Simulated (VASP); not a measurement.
A VASP calculation is set up with these files.

**INCAR**
```
AGGAC=0.0
ALGO=Normal
EDIFF=1E-7
ENCUT=520
GGA=BO
ISIF=2
ISMEAR=-5
LASPH=.True.
LCHARG=.True.
LMAXMIX=4
LORBIT=11
LREAL=.False.
LUSE_VDW=.True.
LWAVE=.False.
NEDOS=601
NELM=100
PARAM1=0.1833333333
PARAM2=0.22
PREC=Accurate
SYSTEM=CuZn
```

**POSCAR**
```
CuZn
5.9247380
  0.5000000379   0.0000000000   0.0000000000
  0.0000000000   0.5000000379   0.0000000000
  0.0000000000   0.0000000000   0.5000000379
Zn Cu
1 1
Cartesian
  0.2500000189   0.2500000189   0.2500000189
  0.0000000000   0.0000000000   0.0000000000
```

### KPOINTS
```
kpoints
0
Gamma
14 14 14
```

POTCAR, in this order: Zn Cu (PBE.64 set). Program: vasp_std.

Problem. Write an equivalent input for Quantum ESPRESSO's pw.x.

Solution. One equivalent input (not run):
```
&CONTROL
  calculation = 'scf'
  pseudo_dir = './pseudo'
  outdir = './out'
  tprnfor = .true.
  tstress = .true.
/
&SYSTEM
  ibrav = 0
  nat = 2
  ntyp = 2
  ecutwfc = 92
  occupations = 'tetrahedra'
  input_dft = 'vdw-df-obk8'
/
&ELECTRONS
  conv_thr = 7.3e-09
  electron_maxstep = 100
/
ATOMIC_SPECIES
  Zn 65.380 Zn.upf
  Cu 63.546 Cu.upf
CELL_PARAMETERS angstrom
     2.9623692   -0.0000000   -0.0000000
     0.0000000    2.9623692   -0.0000000
     0.0000000    0.0000000    2.9623692
ATOMIC_POSITIONS crystal
  Zn   0.5000000  0.5000000  0.5000000
  Cu   0.0000000  0.0000000  0.0000000
K_POINTS automatic
  14 14 14 0 0 0
```
Limits of the translation: the potentials are each code's own (VASP's PAW set, PseudoDojo norm-conserving files in pw.x), so ENCUT and ecutwfc are chosen apart and not converted; conv_thr bounds pw.x's estimated SCF error, while EDIFF bounds the energy change between steps.

The compound is CuZn in the CsCl type structure. It was relaxed first.
